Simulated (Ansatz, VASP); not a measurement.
# Cross-check of ZnB2H46C20O8F8 between VASP and Ansatz

Wanted: the spread between two codes on one cell, functional and k mesh. The cell is taken from a series of runs on this material, whose earlier steps may have relaxed, scaled, displaced or heated it; both programs get it as it stands.

Program: Ansatz 0.2.0. Level of theory: plane waves, with VASP 6.6.1 beside it; single point at PBE with D3(BJ). Results are calculated unless marked as measured.

**1. Set-up**

The cell holds 85 atoms: 20 C, 8 O, 46 H, 2 B, 8 F and 1 Zn. Its edges and angles: a = 10.202 Å, b = 10.202 Å, c = 10.202 Å, α = 90.0°, β = 90.0°, γ = 90.0°.

**2. VASP: single point, PBE with D3(BJ)**

A single point gives forces, pressure and levels at one fixed geometry, so differences don't come from the geometry; what else differs is listed under the comparison.

Lines of VASP's logs that name or quote its potential files are left out, and so is its time.

Input file INCAR:

```
SYSTEM = ZnB2H46C20O8F8
PREC = Accurate
ENCUT = 600
EDIFF = 1E-06
NELM = 120
ISMEAR = 0
SIGMA = 0.01
LREAL = Auto
ALGO = Normal
GGA = PE
IVDW = 12
NBANDS = 184
LORBIT = 11
LWAVE = .FALSE.
LCHARG = .FALSE.
ISIF = 2
LASPH = .TRUE.
GGA_COMPAT = .FALSE.
EFERMI = MIDGAP
NCORE = 2
```

Input file POSCAR:

```
ZnB2H46C20O8F8
1.0
   10.2022500000      0.0000000000      0.0000000000
    0.0000000000     10.2022500000      0.0000000000
    0.0000000000      0.0000000000     10.2022500000
C O H B F Zn
20 8 46 2 8 1
Direct
    0.1829000000      0.3156200000      0.2404200000
    0.1780300000      0.5426200000      0.2633200000
    0.0989800000      0.6564100000      0.3139200000
    0.9285000000      0.7404400000      0.1754400000
    0.6234200000      0.4194000000      0.2626000000
    0.7012900000      0.5298100000      0.4409400000
    0.8216100000      0.5479100000      0.5202200000
    0.0013100000      0.4096700000      0.5841700000
    0.4024200000      0.8806900000      0.5513800000
    0.4619500000      0.9818300000      0.3695300000
    0.4347300000      0.9800000000      0.2235400000
    0.4162300000      0.8543000000      0.0299200000
    0.3681700000      0.2787800000      0.7510400000
    0.5141000000      0.2817500000      0.7558300000
    0.5451600000      0.2571800000      0.8963800000
    0.3334000000      0.1771300000      0.8516500000
    0.8169400000      0.0093300000      0.8422600000
    0.8912500000      0.0414500000      0.7232700000
    0.8295500000      0.9445200000      0.6246900000
    0.8207400000      0.8632300000      0.8399400000
    0.0950000000      0.4243600000      0.2723700000
    0.9547800000      0.6418300000      0.2850800000
    0.7380600000      0.4704700000      0.3189600000
    0.9294500000      0.4590400000      0.4751000000
    0.3491900000      0.9455400000      0.4505200000
    0.4580300000      0.8558500000      0.1624600000
    0.4319000000      0.1863200000      0.9483300000
    0.8078000000      0.8262600000      0.7120900000
    0.2205600000      0.3357900000      0.1350700000
    0.1276000000      0.2262600000      0.2322700000
    0.2705100000      0.3079700000      0.3047600000
    0.2082100000      0.5669200000      0.1632700000
    0.2684100000      0.5256200000      0.3261100000
    0.1377800000      0.7576500000      0.2882000000
    0.1004600000      0.6437700000      0.4196600000
    0.9417400000      0.8432800000      0.2124800000
    0.8234800000      0.7313600000      0.1528100000
    0.9869900000      0.7196100000      0.0823300000
    0.6248200000      0.3154300000      0.2936700000
    0.6316300000      0.4139500000      0.1611600000
    0.5329800000      0.4685300000      0.2998500000
    0.6497300000      0.4419500000      0.4900300000
    0.6426900000      0.6158700000      0.4184200000
    0.7954000000      0.5328800000      0.6194200000
    0.8560200000      0.6483200000      0.5114900000
    0.0850500000      0.3583200000      0.5342200000
    0.9305500000      0.3513200000      0.6473200000
    0.0517800000      0.4854300000      0.6462500000
    0.3242900000      0.8790800000      0.6183300000
    0.4716200000      0.9427100000      0.6125900000
    0.4407700000      0.7783600000      0.5306400000
    0.5624400000      0.9433500000      0.3871100000
    0.4847400000      0.0767600000      0.4011100000
    0.4968300000      0.0475200000      0.1697200000
    0.3323700000      0.0051400000      0.2167800000
    0.3173300000      0.8134200000      0.0178300000
    0.4946200000      0.8041300000      0.9743400000
    0.4083100000      0.9471900000      0.9833100000
    0.3412700000      0.2542100000      0.6455200000
    0.3196500000      0.3675300000      0.7597300000
    0.5407700000      0.2051700000      0.6893100000
    0.5680200000      0.3679300000      0.7265300000
    0.5737400000      0.3510900000      0.9572000000
    0.6297000000      0.1891700000      0.9001900000
    0.3447900000      0.0855500000      0.8035900000
    0.2369300000      0.1956400000      0.9034000000
    0.7113500000      0.0307200000      0.8259600000
    0.8385500000      0.0648000000      0.9262200000
    0.8785100000      0.1448400000      0.6807400000
    0.9991400000      0.0175900000      0.7523700000
    0.8874000000      0.9173400000      0.5408600000
    0.7326900000      0.9716300000      0.5908000000
    0.7444500000      0.8336100000      0.9055200000
    0.9190000000      0.8245700000      0.8689500000
    0.9457200000      0.4070400000      0.9786500000
    0.8648000000      0.1250800000      0.3196600000
    0.0776600000      0.4090100000      0.0007500000
    0.8738300000      0.4808300000      0.8885900000
    0.8961600000      0.4339500000      0.1100800000
    0.9284400000      0.2668200000      0.9591300000
    0.9722000000      0.0414200000      0.3677300000
    0.9164500000      0.2554700000      0.3179300000
    0.7555000000      0.1081100000      0.4030900000
    0.8186500000      0.1323800000      0.1915100000
    0.9140200000      0.4422800000      0.2911300000
```

Input file KPOINTS:

```
Automatic mesh
0
Gamma
1 1 1
0 0 0
```

Potentials, in the order of the species: C, O, H, B, F and Zn (PBE family, release 64).

Command:

```sh
> mpirun -np 8 vasp_gam
```

Numbers of over 12 decimals in the logs are rounded to 6 here.

The program printed:

```text
[banner, memory and clock lines left out]
running    8 mpi-ranks, on    1 nodes
[...]
LDA part: xc-table for (Slater+PW92), standard interpolation
 POSCAR, INCAR and KPOINTS ok, starting setup
[...]
entering main loop
       N       E                     dE             d eps       ncg     rms          rms(c)
DAV:   1     0.228100946624E+04    0.22810E+04   -0.13699E+05   368   0.140E+03
DAV:   2    -0.192714918724E+03   -0.24737E+04   -0.23318E+04   456   0.328E+02
DAV:   3    -0.483014476128E+03   -0.29030E+03   -0.28761E+03   448   0.124E+02
DAV:   4    -0.492141727146E+03   -0.91273E+01   -0.90838E+01   464   0.253E+01
[...]
DAV:  19    -0.453430225351E+03    0.43365E-05   -0.73750E-06   456   0.109E-02    0.419E-03
DAV:  20    -0.453430224085E+03    0.12657E-05   -0.52727E-06   480   0.912E-03    0.351E-03
DAV:  21    -0.453430223534E+03    0.55181E-06   -0.18378E-06   376   0.585E-03
   1 F= -.45684461E+03 E0= -.45684461E+03  d E =0.000000E+00
```

OUTCAR, selected parts (step 2):

```text
  FREE ENERGIE OF THE ION-ELECTRON SYSTEM (eV)
  ---------------------------------------------------
  free  energy   TOTEN  =      -456.8446056081 eV

  energy  without entropy=     -456.8446056081  energy(sigma->0) =     -456.84460561

[... 1 further part left out ...]
```

The run ends at a pressure of 2.20 GPa, with forces up to 4.9 eV/Å.

(Part 1 of 2 ends here.)

[Lines on the potential files, build, host, timing and source positions are cut from VASP's logs without a mark.]

[Logs are printed without paths, hosts, clocks, repeated set-up lines and the standing remarks that a program may print on its own settings, such as how far it seeks lower states.]

[Hosts, paths, dates, database ids (printed as entryN), source tags and the programs' standing remarks are cut or masked in the printed files.]
